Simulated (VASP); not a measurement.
Calculation: optB88-vdW, VASP's PBE PAW potentials (set 64) (plane waves; VASP 6.6.1).

VASP ran on this input.

### POSCAR
```
MnO2
1
    4.4971082256     0.0000000000     0.0000000000
    0.0000000000     4.4971082256     0.0000000000
    0.0000000000     0.0000000000     2.9182650644
Mn O
2 4
Direct
  0.0000000000   0.0000000000   0.0000000000
  0.5000000000   0.5000000000   0.5000000000
  0.3035618408   0.3035618408   0.0000000000
  0.8035618408   0.1964381592   0.5000000000
  0.1964381592   0.8035618408   0.5000000000
  0.6964381592   0.6964381592   0.0000000000
```

File KPOINTS:
```
Automatic mesh
0
Gamma
 7 7 11
```

INCAR:
```
SYSTEM = MnO2
PREC = Accurate; ENCUT = 520; LREAL = .FALSE.
LASPH = .TRUE.
EDIFF = 1E-7; NELM = 100; ALGO = Normal
LMAXMIX = 4
ISMEAR = 1; SIGMA = 0.1
GGA = BO; LUSE_VDW = .TRUE.; AGGAC = 0.0
PARAM1 = 0.1833333333; PARAM2 = 0.22
MAGMOM = 2.4 -2.4 -0.1 0.1 0.1 -0.1
ISPIN = 2
IBRION = 2; NSW = 30; ISIF = 4
EDIFFG = -0.01
LWAVE = .FALSE.; LCHARG = .FALSE.; LORBIT = 10
```

POTCAR, in this order: Mn_pv O (PBE.64 set). Program: vasp_std.

The resulting files:

File OSZICAR:
```
       N       E                     dE             d eps       ncg     rms          rms(c)
DAV:   1     0.659343144824E+03    0.65934E+03   -0.28860E+04  7384   0.199E+03
DAV:   2     0.327494584170E+02   -0.62659E+03   -0.59048E+03  7770   0.562E+02
DAV:   3    -0.489122952323E+02   -0.81662E+02   -0.79794E+02  8976   0.191E+02
DAV:   4    -0.521518287320E+02   -0.32395E+01   -0.30636E+01  8534   0.331E+01
DAV:   5    -0.522089159048E+02   -0.57087E-01   -0.57068E-01  7412   0.527E+00    0.408E+01
DAV:   6    -0.515141711647E+02    0.69474E+00   -0.19711E+02  8990   0.120E+02    0.648E+01
DAV:   7    -0.377767762505E+02    0.13737E+02   -0.15871E+02  9580   0.127E+02    0.190E+01
DAV:   8    -0.356810788780E+02    0.20957E+01   -0.10056E+01  7626   0.290E+01    0.820E+00
DAV:   9    -0.352193581956E+02    0.46172E+00   -0.22516E+00  9738   0.149E+01    0.313E+00
DAV:  10    -0.352375604746E+02   -0.18202E-01   -0.21992E-01  7442   0.408E+00    0.171E+00
DAV:  11    -0.352276001938E+02    0.99603E-02   -0.39810E-02  7554   0.244E+00    0.454E-01
DAV:  12    -0.352290684589E+02   -0.14683E-02   -0.42481E-03  8318   0.525E-01    0.305E-01
DAV:  13    -0.352286269814E+02    0.44148E-03   -0.89363E-04  7760   0.395E-01    0.148E-01
DAV:  14    -0.352285576025E+02    0.69379E-04   -0.19476E-04  9116   0.182E-01    0.527E-02
DAV:  15    -0.352285435594E+02    0.14043E-04   -0.11759E-04  8650   0.143E-01    0.200E-02
DAV:  16    -0.352285449649E+02   -0.14055E-05   -0.13058E-05  7368   0.328E-02    0.148E-02
DAV:  17    -0.352285443994E+02    0.56546E-06   -0.52096E-06  8990   0.335E-02    0.310E-03
DAV:  18    -0.352285441830E+02    0.21646E-06   -0.55765E-07  6612   0.580E-03    0.205E-03
DAV:  19    -0.352285439114E+02    0.27164E-06   -0.31745E-08  3690   0.247E-03    0.709E-04
DAV:  20    -0.352285438859E+02    0.25502E-07   -0.41455E-08  3636   0.137E-03
   1 F= -.35228544E+02 E0= -.35228629E+02  d E =-.352285E+02  mag=     0.0000
       N       E                     dE             d eps       ncg     rms          rms(c)
DAV:   1    -0.352372794662E+02   -0.87356E-02   -0.39104E+00  7200   0.136E+01    0.968E-01
DAV:   2    -0.352398878275E+02   -0.26084E-02   -0.12182E-01  8294   0.291E+00    0.712E-01
DAV:   3    -0.352372984544E+02    0.25894E-02   -0.13735E-02 10256   0.158E+00    0.481E-01
DAV:   4    -0.352350977648E+02    0.22007E-02   -0.68893E-03  9598   0.942E-01    0.191E-01
DAV:   5    -0.352350313856E+02    0.66379E-04   -0.14404E-03  8038   0.364E-01    0.815E-02
DAV:   6    -0.352350338200E+02   -0.24344E-05   -0.79224E-05  7820   0.720E-02    0.444E-02
DAV:   7    -0.352350280275E+02    0.57925E-05   -0.14465E-05  9008   0.352E-02    0.168E-02
DAV:   8    -0.352350284874E+02   -0.45992E-06   -0.49673E-06  8472   0.222E-02    0.513E-03
DAV:   9    -0.352350285930E+02   -0.10555E-06   -0.33837E-07  6708   0.585E-03    0.258E-03
DAV:  10    -0.352350284971E+02    0.95862E-07   -0.72854E-08  3636   0.279E-03
   2 F= -.35235028E+02 E0= -.35235128E+02  d E =-.648461E-02  mag=    -0.0000
       N       E                     dE             d eps       ncg     rms          rms(c)
DAV:   1    -0.352351777824E+02   -0.14919E-03   -0.53632E-02  7200   0.159E+00    0.113E-01
DAV:   2    -0.352352033811E+02   -0.25599E-04   -0.16327E-03  8306   0.334E-01    0.807E-02
DAV:   3    -0.352351770555E+02    0.26326E-04   -0.17805E-04 10240   0.178E-01    0.564E-02
DAV:   4    -0.352351451114E+02    0.31944E-04   -0.97551E-05  9712   0.113E-01    0.241E-02
DAV:   5    -0.352351447143E+02    0.39711E-06   -0.20844E-05  8188   0.471E-02    0.940E-03
DAV:   6    -0.352351445783E+02    0.13605E-06   -0.12812E-06  7640   0.980E-03    0.521E-03
DAV:   7    -0.352351446738E+02   -0.95551E-07   -0.16160E-07  4458   0.378E-03
   3 F= -.35235145E+02 E0= -.35235242E+02  d E =-.660079E-02  mag=     0.0000
```

OUTCAR:
```
------------------------ aborting loop because EDIFF is reached ----------------------------------------
  FORCE on cell =-STRESS in cart. coord.  units (eV):
  Direction    XX          YY          ZZ          XY          YZ          ZX
  --------------------------------------------------------------------------------------
  Total       -4.3685943     -4.3685943     -4.3664135      0.0000000      0.0000000      0.0000000
  in kB     -118.5934993   -118.5934993   -118.5342971      0.0000000      0.0000000      0.0000000
  external PRESSURE =    -118.5737652 kB  Pullay stress =       0.0000000 kB
  volume of cell :       59.02
      direct lattice vectors                 reciprocal lattice vectors
     4.505508309  0.000000000  0.000000000     0.221950540  0.000000000  0.000000000
     0.000000000  4.505508309  0.000000000     0.000000000  0.221950540  0.000000000
     0.000000000  0.000000000  2.907393564     0.000000000  0.000000000  0.343950682
 POSITION                                       TOTAL-FORCE (eV/Angst)
 -----------------------------------------------------------------------------------
      0.00000      0.00000      0.00000        -0.000000      0.000000      0.000000
      2.25275      2.25275      1.45370        -0.000000      0.000000      0.000000
      1.37510      1.37510      0.00000         0.000280      0.000280     -0.000000
      3.62785      0.87766      1.45370         0.000280     -0.000280      0.000000
      0.87766      3.62785      1.45370        -0.000280      0.000280      0.000000
      3.13041      3.13041      0.00000        -0.000280     -0.000280      0.000000
 -----------------------------------------------------------------------------------
    total drift:                                0.000000      0.000000      0.000000
  FREE ENERGIE OF THE ION-ELECTRON SYSTEM (eV)
  ---------------------------------------------------
  free  energy   TOTEN  =       -35.2351446738 eV

  energy  without entropy=      -35.2354375277  energy(sigma->0) =      -35.23524229

 total charge

# of ion       s       p       d       tot
------------------------------------------
    1        0.324   6.412   4.867  11.603
    2        0.324   6.412   4.867  11.603
    3        1.560   3.428   0.000   4.989
    4        1.560   3.428   0.000   4.989
    5        1.560   3.428   0.000   4.989
    6        1.560   3.428   0.000   4.989
--------------------------------------------------
tot          6.889  26.537   9.734  43.160

 magnetization (x)

# of ion       s       p       d       tot
------------------------------------------
    1        0.012   0.018   2.500   2.531
    2       -0.012  -0.018  -2.500  -2.531
    3       -0.001  -0.055   0.000  -0.056
    4        0.001   0.055   0.000   0.056
    5        0.001   0.055   0.000   0.056
    6       -0.001  -0.055   0.000  -0.056
--------------------------------------------------
tot          0.000   0.000  -0.000  -0.000

 reached required accuracy - stopping structural energy minimisation
```
(Selected blocks of OUTCAR.)

**CONTCAR**
```
MnO2
   1.00000000000000
     4.5055083091480217    0.0000000000000000    0.0000000000000000
     0.0000000000000000    4.5055083091480217    0.0000000000000000
     0.0000000000000000    0.0000000000000000    2.9073935635638759
  Mn              O
     2     4
Direct
     0.0000000000000000    0.0000000000000000    0.0000000000000000
     0.5000000000000000    0.5000000000000000    0.5000000000000000
     0.3052034717110398    0.3052034717110398    0.0000000000000000
     0.8052034717110399    0.1947965282889601    0.5000000000000000
     0.1947965282889601    0.8052034717110399    0.5000000000000000
     0.6947965282889601    0.6947965282889601    0.0000000000000000
```

The compound is MnO2 in the rutile structure. This cell is one point of a volume scan, at 1.06 of the reference volume. Symmetry was kept, so distortions that lower it aren't found.
